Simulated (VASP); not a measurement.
```
CELL_PARAMETERS angstrom
      0.00000     2.87428     2.87428
      2.87428     0.00000     2.87428
      2.87428     2.87428     0.00000
ATOMIC_POSITIONS crystal
  Li 0.25000 0.25000 0.25000
  Li 0.75000 0.75000 0.75000
  S  0.00000 0.00000 0.00000
```

Computed with MS2 meta-GGA, VASP's PBE PAW potentials (set 64) (plane waves; VASP). Settings: 520 eV cut-off, 7×7×7 Γ-centred mesh, Gaussian smearing of 0.050 eV, potentials Li_sv S.

Q: Give the stress tensor in GPa (positive for a compressed cell).

A: 
```
-2.42   0.00   0.00
 0.00  -2.42   0.00
 0.00   0.00  -2.42
```
The pressure is its mean diagonal, -2.42 GPa.

The compound is Li2S in the antifluorite structure. This cell is one point of a volume scan, at 1.06 of the reference volume.
